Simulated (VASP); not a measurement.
OSZICAR of a VASP run on Ca:

File OSZICAR:
```
       N       E                     dE             d eps       ncg     rms          rms(c)
DAV:   1    -0.202615964556E+02   -0.20262E+02   -0.65141E-05   618   0.444E-02    0.383E-03
DAV:   2    -0.202615889664E+02    0.74892E-05   -0.17646E-05   471   0.203E-02    0.138E-03
DAV:   3    -0.202615914810E+02   -0.25146E-05   -0.21503E-06   394   0.965E-03    0.752E-04
DAV:   4    -0.202615918069E+02   -0.32592E-06   -0.10270E-06   332   0.799E-03
   1 F= -.20261592E+02 E0= -.20261615E+02  d E =0.684081E-04
```

**Question.** Which electronic solver shows in the log?

**Answer.** It is blocked Davidson (ALGO = Normal, or the opening steps of other solvers). The INCAR had ALGO = Normal.

**Question.** Can the final energy be trusted as converged?

**Answer.** Self-consistency was reached. It stopped with EDIFF = 1E-6, NELM = 100 (r2SCAN meta-GGA, plane waves, VASP's PBE PAW potentials (set 64)).

The cell is a thin slab with vacuum, built from Ca (fcc): (111) face.
